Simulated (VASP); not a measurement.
# Mg₃Cd (space group I4/mmm): computed properties

All values below come from PBEsol GGA, VASP's PBE PAW potentials (set 64) (plane waves; VASP 6.6.1).

```yaml
space_group: I4/mmm (139)
cell: a = 4.402 Å, b = 4.402 Å, c = 8.802 Å, α = 90.00°, β = 90.00°, γ = 90.00°
volume_per_atom: 21.32 Å^3/atom
band gap (over mesh and band path): none (metal, semimetal or under 0.01 eV)
density: 3.61 g/cm³
```

```yaml
crystal:
  lattice:
    - [-2.20107, 2.20107, 4.40124]
    - [2.20107, -2.20107, 4.40124]
    - [2.20107, 2.20107, -4.40124]
  atoms:
    - { symbol: Mg, position: [0.50000, 0.50000, 0.00000] }
    - { symbol: Mg, position: [0.25000, 0.75000, 0.50000] }
    - { symbol: Mg, position: [0.75000, 0.25000, 0.50000] }
    - { symbol: Cd, position: [0.00000, 0.00000, 0.00000] }
```

The structure comes from a computed database's Mg3Cd entry (I4/mmm); how it stands against other phases isn't given here. It was relaxed first. Symmetry was kept, so distortions that lower it aren't found.
